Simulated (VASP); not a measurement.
These are LDA (Ceperley-Alder, Perdew-Zunger), VASP's LDA PAW potentials (set 64) (plane waves; VASP) values and carry that method's errors.

VASP ran on this input.

**POSCAR**
```
CrRh3
1
    3.7905500000     0.0000000000     0.0000000000
    0.0000000000     3.7905500000     0.0000000000
    0.0000000000     0.0000000000     3.7905500000
Cr Rh
1 3
Direct
  0.0000000000   0.0000000000   0.0000000000
  0.0000000000   0.5000000000   0.5000000000
  0.5000000000   0.0000000000   0.5000000000
  0.5000000000   0.5000000000   0.0000000000
```

File KPOINTS:
```
Regular mesh
0
Gamma
9 9 9
```

**INCAR**
```
ISMEAR  =  0   ! Gaussian
ISPIN  =  2
LORBIT  =  11   ! lm-projected
EDIFFG  =  -0.01
IBRION  =  2
ALGO  =  Normal   ! blocked Davidson
SYSTEM  =  CrRh3
ISIF  =  3   ! ions, shape and volume
ENCUT  =  300   ! plane-wave cut-off (eV)
LREAL  =  .False.   ! projection in real space or not
NELM  =  100   ! most electronic steps
NSW  =  50   ! most ionic steps
LCHARG  =  .False.
LWAVE  =  .False.
SIGMA  =  0.2   ! width (eV)
LASPH  =  .True.
PREC  =  Accurate
EDIFF  =  1E-6   ! SCF stop (eV)
LMAXMIX  =  4   ! l cut-off of mixed one-centre charges
```

POTCAR, in this order: Cr_pv Rh_pv (LDA.64 set). Program: vasp_std. The INCAR's line for the spin-polarised start is left out here.

Problem. What will the output report for the number of irreducible k-points (NKPTS), largest plane-wave count, number of space-group operations, FFT grid (NGX, NGY, NGZ)?

Solution. 
```
Item                                          Result
--------------------------------------  ------------
number of irreducible k-points (NKPTS)            35
largest plane-wave count                         656
number of space-group operations                  48
FFT grid (NGX, NGY, NGZ)                24 × 24 × 24
```

The structure comes from a computed database's CrRh3 entry (Pm-3m); how it stands against other phases isn't given here. This run relaxes it. Symmetry was kept, so distortions that lower it aren't found. The run is one of a series of settings (EDIFFG = -0.01, IBRION = 2, ISIF = 3, NSW = 50 against the base run), some of them coarse on purpose.
